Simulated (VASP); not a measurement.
Output of a VASP run:

**OSZICAR**
```
       N       E                     dE             d eps       ncg     rms          rms(c)
DAV:   1     0.367143518144E+03    0.36714E+03   -0.22465E+04   392   0.903E+02
DAV:   2    -0.388519831065E+02   -0.40600E+03   -0.38852E+03   448   0.211E+02
DAV:   3    -0.644151318442E+02   -0.25563E+02   -0.24900E+02   472   0.556E+01
DAV:   4    -0.649649866927E+02   -0.54985E+00   -0.54747E+00   456   0.851E+00
DAV:   5    -0.649819741396E+02   -0.16987E-01   -0.16979E-01   472   0.144E+00    0.171E+01
DAV:   6    -0.635469076278E+02    0.14351E+01   -0.11800E+01   432   0.179E+01    0.696E+00
DAV:   7    -0.631108666209E+02    0.43604E+00   -0.23020E+00   424   0.829E+00    0.551E+00
DAV:   8    -0.630118189183E+02    0.99048E-01   -0.31286E-01   440   0.241E+00    0.834E-01
DAV:   9    -0.630057553138E+02    0.60636E-02   -0.29773E-02   424   0.915E-01    0.403E-01
DAV:  10    -0.630059749506E+02   -0.21964E-03   -0.32537E-03   448   0.222E-01    0.581E-02
DAV:  11    -0.630059563809E+02    0.18570E-04   -0.12357E-04   496   0.409E-02    0.391E-02
DAV:  12    -0.630059435709E+02    0.12810E-04   -0.36481E-05   440   0.315E-02    0.109E-02
DAV:  13    -0.630059420016E+02    0.15693E-05   -0.44823E-06   392   0.115E-02    0.172E-03
DAV:  14    -0.630059420870E+02   -0.85395E-07   -0.58064E-07   288   0.342E-03
   1 F= -.63005942E+02 E0= -.63003418E+02  d E =-.504815E-02
```

OUTCAR:
```
------------------------ aborting loop because EDIFF is reached ----------------------------------------
  FORCE on cell =-STRESS in cart. coord.  units (eV):
  Direction    XX          YY          ZZ          XY          YZ          ZX
  --------------------------------------------------------------------------------------
  Total        3.8209329      3.8209329      3.8209329     -0.0000000      0.0000000      0.0000000
  in kB       22.2793966     22.2793966     22.2793966     -0.0000000      0.0000000      0.0000000
  external PRESSURE =      22.2793966 kB  Pullay stress =       0.0000000 kB
  volume of cell :      274.77
      direct lattice vectors                 reciprocal lattice vectors
     6.501180000  0.000000000  0.000000000     0.153818230  0.000000000  0.000000000
     0.000000000  6.501180000  0.000000000     0.000000000  0.153818230  0.000000000
     0.000000000  0.000000000  6.501180000     0.000000000  0.000000000  0.153818230
 POSITION                                       TOTAL-FORCE (eV/Angst)
 -----------------------------------------------------------------------------------
      4.06324      5.68853      0.81265         0.017445     -0.017445      0.017445
      0.81265      4.06324      5.68853         0.017445      0.017445     -0.017445
      4.06324      4.06324      4.06324         0.017445      0.017445      0.017445
      2.43794      2.43794      2.43794        -0.017445     -0.017445     -0.017445
      5.68853      0.81265      4.06324        -0.017445      0.017445      0.017445
      5.68853      2.43794      0.81265        -0.017445     -0.017445      0.017445
      0.81265      5.68853      2.43794         0.017445     -0.017445     -0.017445
      2.43794      0.81265      5.68853        -0.017445      0.017445     -0.017445
      0.00000      3.25059      3.25059         0.000000     -0.000000      0.000000
      3.25059      0.00000      3.25059         0.000000     -0.000000      0.000000
      0.00000      0.00000      0.00000         0.000000     -0.000000      0.000000
      3.25059      3.25059      0.00000         0.000000     -0.000000      0.000000
 -----------------------------------------------------------------------------------
    total drift:                               -0.000000      0.000000     -0.000000
  FREE ENERGIE OF THE ION-ELECTRON SYSTEM (eV)
  ---------------------------------------------------
  free  energy   TOTEN  =       -63.0059420870 eV

  energy  without entropy=      -63.0008939322  energy(sigma->0) =      -63.00341801
```
(Selected blocks of OUTCAR.)

POSCAR:
```
PtSb2
1
    6.5011800000     0.0000000000     0.0000000000
    0.0000000000     6.5011800000     0.0000000000
    0.0000000000     0.0000000000     6.5011800000
Sb Pt
8 4
Direct
  0.6250000000   0.8750000000   0.1250000000
  0.1250000000   0.6250000000   0.8750000000
  0.6250000000   0.6250000000   0.6250000000
  0.3750000000   0.3750000000   0.3750000000
  0.8750000000   0.1250000000   0.6250000000
  0.8750000000   0.3750000000   0.1250000000
  0.1250000000   0.8750000000   0.3750000000
  0.3750000000   0.1250000000   0.8750000000
  0.0000000000   0.5000000000   0.5000000000
  0.5000000000   0.0000000000   0.5000000000
  0.0000000000   0.0000000000   0.0000000000
  0.5000000000   0.5000000000   0.0000000000
```

Q: Reconstruct the remaining input files.

A: Several could match; the one computed here: the input of the run itself, PBE GGA, plane waves, VASP's PBE PAW potentials (set 64).

**INCAR**
```
SYSTEM = PtSb2
PREC = Accurate; ENCUT = 300; LREAL = .False.
LASPH = .True.
EDIFF = 1E-6; NELM = 100; ALGO = Normal
LMAXMIX = 6
ISMEAR = -1; SIGMA = 0.01
GGA = PE
ISIF = 2
LWAVE = .False.; LCHARG = .False.
```

**KPOINTS**
```
K-points
0
G
 3 3 3
```

POTCAR, in this order: Sb Pt (PBE.64 set). Program: vasp_std.

At this cut-off the stress carries a Pulay error, which pulls relaxed volumes low.

The structure is a typed PtSb2 crystal. The cell was not relaxed at this level. The k-mesh is coarse (spacing up to 0.32 per Å, 2π included), so the numbers may not be converged in it.
